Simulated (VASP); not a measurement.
Method: optB86b-vdW, VASP's PBE PAW potentials (set 64) (plane waves; VASP).

Input for VASP

### POSCAR
```
ZnS
1
    0.0000000000     2.7025917715     2.7025917715
    2.7025917715    -0.0000000000     2.7025917715
    2.7025917715     2.7025917715     0.0000000000
Zn S
1 1
Direct
  0.0000000000   0.0000000000   0.0000000000
  0.2500000000   0.2500000000   0.2500000000
```

KPOINTS:
```
k-points along high-symmetry lines
15
Line-mode
Reciprocal
  0.000000   0.000000   0.000000 ! GAMMA
 -0.500000  -0.500000   0.000000 ! X

 -0.500000  -0.500000   0.000000 ! X
 -0.375000  -0.375000   0.250000 ! U

 -0.375000   0.000000   0.375000 ! K
  0.000000   0.000000   0.000000 ! GAMMA

  0.000000   0.000000   0.000000 ! GAMMA
  0.000000   0.000000   0.500000 ! L

  0.000000   0.000000   0.500000 ! L
 -0.500000  -0.250000   0.250000 ! W

 -0.500000  -0.250000   0.250000 ! W
 -0.500000  -0.500000   0.000000 ! X
```

INCAR:
```
# general
SYSTEM    =  ZnS
PREC      =  Accurate
ENCUT     =  520
LREAL     =  .False.
LASPH     =  .True.
ICHARG    =  11   # fixed density

# electronic loop
EDIFF     =  1E-7
NELM      =  100   # most electronic steps
ALGO      =  Normal   # blocked Davidson
LMAXMIX   =  4   # l cut-off of mixed one-centre charges

# smearing
ISMEAR    =  0   # Gaussian
SIGMA     =  0.05

# functional
GGA       =  MK
LUSE_VDW  =  .True.
AGGAC     =  0.0
PARAM1    =  0.1234
PARAM2    =  1.0

# output
LWAVE     =  .False.
LCHARG    =  .False.
LORBIT    =  11   # lm-projected
```

POTCAR, in this order: Zn S (PBE.64 set). Program: vasp_std. Read from the step before: CHGCAR.

What VASP printed:

OSZICAR:
```
       N       E                     dE             d eps       ncg     rms          rms(c)
DAV:   1     0.924226298094E+02    0.92423E+02   -0.94345E+03  2340   0.167E+03
DAV:   2     0.455153603029E+01   -0.87871E+02   -0.83146E+02  2576   0.287E+02
DAV:   3    -0.134130668625E+01   -0.58928E+01   -0.58609E+01  2935   0.729E+01
DAV:   4    -0.140975959752E+01   -0.68453E-01   -0.68428E-01  2655   0.825E+00
DAV:   5    -0.141068812195E+01   -0.92852E-03   -0.92850E-03  2860   0.924E-01
DAV:   6    -0.141070712152E+01   -0.19000E-04   -0.18999E-04  2730   0.135E-01
DAV:   7    -0.141070762485E+01   -0.50333E-06   -0.50335E-06  2830   0.210E-02
DAV:   8    -0.141070763782E+01   -0.12967E-07   -0.12950E-07  2347   0.357E-03
   1 F= -.14107076E+01 E0= -.14107076E+01  d E =-.572866E-12
```

### OUTCAR
```
 val. band max:        2.0146314238   @ k =   0.0000   0.0000   0.0000

 cond. band min:       4.0605466715   @ k =   0.0000   0.0000   0.0000



 k-point     1 :       0.0000    0.0000    0.0000
  band No.  band energies     occupation
      1     -11.1026      2.00000
      2      -4.3791      2.00000
      3      -4.3791      2.00000
      4      -4.3791      2.00000
      5      -3.8929      2.00000
      6      -3.8929      2.00000
      7       2.0146      2.00000
      8       2.0146      2.00000
      9       2.0146      2.00000
     10       4.0605      0.00000
     11       8.3864      0.00000
     12       8.3864      0.00000
     13       8.3864      0.00000

 k-point     2 :      -0.0357   -0.0357    0.0000
  band No.  band energies     occupation
      1     -11.0895      2.00000
      2      -4.3809      2.00000
      3      -4.3759      2.00000
      4      -4.3759      2.00000
      5      -3.8944      2.00000
      6      -3.8920      2.00000
      7       1.8794      2.00000
      8       1.9773      2.00000
      9       1.9773      2.00000
     10       4.2079      0.00000
     11       8.3137      0.00000
     12       8.4416      0.00000
     13       8.4416      0.00000

 k-point     3 :      -0.0714   -0.0714    0.0000
  band No.  band energies     occupation
      1     -11.0504      2.00000
      2      -4.3859      2.00000
      3      -4.3664      2.00000
      4      -4.3664      2.00000
      5      -3.8986      2.00000
      6      -3.8892      2.00000
      7       1.5538      2.00000
      8       1.8698      2.00000
      9       1.8698      2.00000
     10       4.5671      0.00000
     11       8.1141      0.00000
     12       8.6028      0.00000
     13       8.6028      0.00000

 k-point     4 :      -0.1071   -0.1071    0.0000
  band No.  band energies     occupation
      1     -10.9867      2.00000
      2      -4.3935      2.00000
      3      -4.3506      2.00000
      4      -4.3506      2.00000
...
```

The density is held fixed in this step, so its total energy and stress have no physical meaning.

The compound is ZnS in the zinc blende structure. It was relaxed first.
